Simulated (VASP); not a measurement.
These are AM05 GGA, VASP's PBE PAW potentials (set 64) (plane waves; VASP 6.6.1) values and carry that method's errors.

Input for VASP

### KPOINTS
```
Regular mesh
0
gamma
  7 7 4
0 0 0
```

File POSCAR:
```
PtS2
1
    1.7681105559    -3.0624573865     0.0000000000
    1.7681105559     3.0624573865     0.0000000000
    0.0000000000     0.0000000000     6.5974267899
Pt S
1 2
Direct
  0.0000000000   0.0000000000   0.0000000000
  0.3333330000   0.6666670000   0.1831235782
  0.6666670000   0.3333330000   0.8168764218
```

### INCAR
```
! general
SYSTEM  = PtS2
PREC    = Accurate
ENCUT   = 520
LREAL   = F
LASPH   = T

! electronic loop
EDIFF   = 1E-7   ! SCF stop (eV)
NELM    = 100   ! most electronic steps
ALGO    = Normal
LMAXMIX = 6

! smearing
ISMEAR  = 0   ! Gaussian
SIGMA   = 0.05

! functional
GGA     = AM   ! AM05

! ions
IBRION  = 2   ! conjugate gradients
NSW     = 30   ! most ionic steps
ISIF    = 4
EDIFFG  = -0.01   ! ionic stop

! output
LWAVE   = F
LCHARG  = F
```

POTCAR, in this order: Pt S (PBE.64 set). Program: vasp_std.

The resulting files:

File OSZICAR:
```
       N       E                     dE             d eps       ncg     rms          rms(c)
DAV:   1     0.121828710951E+03    0.12183E+03   -0.10136E+04   848   0.127E+03
DAV:   2    -0.109839151417E+02   -0.13281E+03   -0.12967E+03  1078   0.237E+02
DAV:   3    -0.174765941483E+02   -0.64927E+01   -0.64523E+01  1120   0.582E+01
DAV:   4    -0.175692609058E+02   -0.92667E-01   -0.92645E-01  1057   0.744E+00
DAV:   5    -0.175717452197E+02   -0.24843E-02   -0.24842E-02  1176   0.117E+00    0.190E+01
DAV:   6    -0.164852586823E+02    0.10865E+01   -0.71261E+00   917   0.275E+01    0.116E+01
DAV:   7    -0.162920016391E+02    0.19326E+00   -0.12886E+00   931   0.127E+01    0.546E+00
DAV:   8    -0.162613805085E+02    0.30621E-01   -0.87567E-02  1085   0.244E+00    0.106E+00
DAV:   9    -0.162568703154E+02    0.45102E-02   -0.15145E-02  1029   0.136E+00    0.239E-01
DAV:  10    -0.162572553937E+02   -0.38508E-03   -0.23548E-03  1043   0.372E-01    0.124E-01
DAV:  11    -0.162572834771E+02   -0.28083E-04   -0.10464E-04  1134   0.102E-01    0.511E-02
DAV:  12    -0.162572914338E+02   -0.79567E-05   -0.18960E-05   931   0.379E-02    0.208E-02
DAV:  13    -0.162572930189E+02   -0.15850E-05   -0.88302E-06  1128   0.261E-02    0.620E-03
DAV:  14    -0.162572936346E+02   -0.61570E-06   -0.84742E-07   959   0.716E-03    0.233E-03
DAV:  15    -0.162572936820E+02   -0.47425E-07   -0.37055E-08   938   0.140E-03
   1 F= -.16257294E+02 E0= -.16257294E+02  d E =-.162573E+02
       N       E                     dE             d eps       ncg     rms          rms(c)
DAV:   1    -0.162573814034E+02   -0.87769E-04   -0.40678E-03   840   0.436E-01    0.666E-02
DAV:   2    -0.162573407466E+02    0.40657E-04   -0.19448E-04   994   0.125E-01    0.243E-02
DAV:   3    -0.162573290740E+02    0.11673E-04   -0.22198E-05  1100   0.382E-02    0.130E-02
DAV:   4    -0.162573256513E+02    0.34227E-05   -0.10324E-05  1085   0.205E-02    0.578E-03
DAV:   5    -0.162573255628E+02    0.88545E-07   -0.96452E-07  1008   0.746E-03
   2 F= -.16257326E+02 E0= -.16257326E+02  d E =-.318807E-04
```

**OUTCAR**
```
------------------------ aborting loop because EDIFF is reached ----------------------------------------
  FORCE on cell =-STRESS in cart. coord.  units (eV):
  Direction    XX          YY          ZZ          XY          YZ          ZX
  --------------------------------------------------------------------------------------
  Total        0.0047175      0.0047175      0.0430695     -0.0000000     -0.0000000      0.0000000
  in kB        0.1057888      0.1057889      0.9658213     -0.0000000     -0.0000000      0.0000000
  external PRESSURE =       0.3924663 kB  Pullay stress =       0.0000000 kB
  volume of cell :       71.45
      direct lattice vectors                 reciprocal lattice vectors
     1.767586643 -3.061549943  0.000000000     0.282871565 -0.163315970  0.000000000
     1.767586643  3.061549943  0.000000000     0.282871565  0.163315970  0.000000000
    -0.000000000  0.000000000  6.601338325     0.000000000  0.000000000  0.151484434
 POSITION                                       TOTAL-FORCE (eV/Angst)
 -----------------------------------------------------------------------------------
      3.53517      0.00000      0.00000        -0.000000      0.000000      0.000000
      1.76759      1.02052      1.20845         0.000000     -0.000000     -0.004454
      1.76759     -1.02052      5.39289         0.000000      0.000000      0.004454
 -----------------------------------------------------------------------------------
    total drift:                                0.000000      0.000000      0.000000
  FREE ENERGIE OF THE ION-ELECTRON SYSTEM (eV)
  ---------------------------------------------------
  free  energy   TOTEN  =       -16.2573255628 eV

  energy  without entropy=      -16.2573255627  energy(sigma->0) =      -16.25732556

 reached required accuracy - stopping structural energy minimisation
```
(Selected blocks of OUTCAR.)

CONTCAR:
```
PtS2
   1.00000000000000
     1.7675866431185150   -3.0615499428606232    0.0000000000000000
     1.7675866431185150    3.0615499428606232    0.0000000000000000
    -0.0000000000000000    0.0000000000000000    6.6013383249890056
  Pt              S
     1     2
Direct
     1.0000000000000000    1.0000000000000000    0.0000000000000000
     0.3333330000000032    0.6666669999999968    0.1830616456472270
     0.6666669999999968    0.3333330000000032    0.8169383543527731
```

Without a dispersion term in the relaxation, distances and binding between the weakly bound layers, chains or molecules are unreliable, and so is what depends on them.

The compound is PtS2 in the 1T layered structure. This run relaxes it. Symmetry was kept, so distortions that lower it aren't found.
